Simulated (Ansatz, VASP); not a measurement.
# Al2C3 in VASP and in Ansatz

```
Al C
1.0
     3.74530    0.00000    0.00000
     0.00000    3.74530    0.00000
     0.00000    0.00000    3.66100
Al C
2 3
Direct
  0.00000 0.50000 0.50000
  0.50000 0.00000 0.50000
  0.50000 0.50000 0.18720
  0.50000 0.50000 0.81280
  0.00000 0.00000 0.00000
```

Alike in both runs: task relaxation of cell and atoms; functional PBE; k mesh 10 × 10 × 10; occupations gaussian, width 0.1 eV; no spin polarisation.

|  | VASP | Ansatz |
| --- | --- | --- |
| version | VASP 6.6.1 | Ansatz 0.2.0 |
| potentials or method | VASP PAW PBE potentials, release 64 (Al, C) | scalar-relativistic, plane waves, PAW |
| plane-wave cutoff (eV) | 600 | 420 |
| valence electrons in the cell | 18 | 18 |

Ansatz gave:

```
gap on the k mesh at the Fermi level, each at its own relaxed structure (eV) : none
relaxed volume (Å³/atom)                                                     : 10.26
relaxed cell length with the largest relative difference (Å)                 : 3.735
```

Problem. Which values does VASP return?

Solution. gap on the k mesh at the Fermi level, each at its own relaxed structure (eV): none; relaxed volume (Å³/atom): 10.25; relaxed cell length with the largest relative difference (Å): 3.733.

A gap of «none» marks a metal or a gap that the smearing closes.
